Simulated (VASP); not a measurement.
**HfC (relaxed from the CsCl type structure, space group Pm-3m): computed properties**

Computed with PBEsol GGA, VASP's PBE PAW potentials (set 64) (plane waves; VASP).

```json
{
 "space_group": "Pm-3m (221)",
 "cell": "a = b = c = 2.8645 Å, α = β = γ = 90.00°",
 "volume_per_atom": "11.75 Å³/atom",
 "band gap (over mesh and band path)": "none (metal, semimetal or under 0.01 eV)",
 "density": "13.46 g/cm³"
}
```

```cif
data_CHf
_chemical_formula_sum 'Hf1 C1'
_space_group_name_H-M_alt 'Pm-3m'
_space_group_IT_number 221
_space_group_name_Hall '-P 4 2 3'
_cell_length_a 2.86455
_cell_length_b 2.86455
_cell_length_c 2.86455
_cell_angle_alpha 90.000
_cell_angle_beta 90.000
_cell_angle_gamma 90.000
loop_
_atom_site_label
_atom_site_type_symbol
_atom_site_symmetry_multiplicity
_atom_site_Wyckoff_symbol
_atom_site_fract_x
_atom_site_fract_y
_atom_site_fract_z
_atom_site_occupancy
Hf1 Hf 1 a 0.00000 0.00000 0.00000 1
C1 C 1 b 0.50000 0.50000 0.50000 1
```

Unless said otherwise, spin-orbit coupling is left out, though it shifts the bands of the heavy elements here.

The structure was generated: HfC was put into the CsCl type type (Pm-3m), which need not be its known phase. It was relaxed first, which changed the volume by -32 %. Symmetry was kept, so distortions that lower it aren't found.
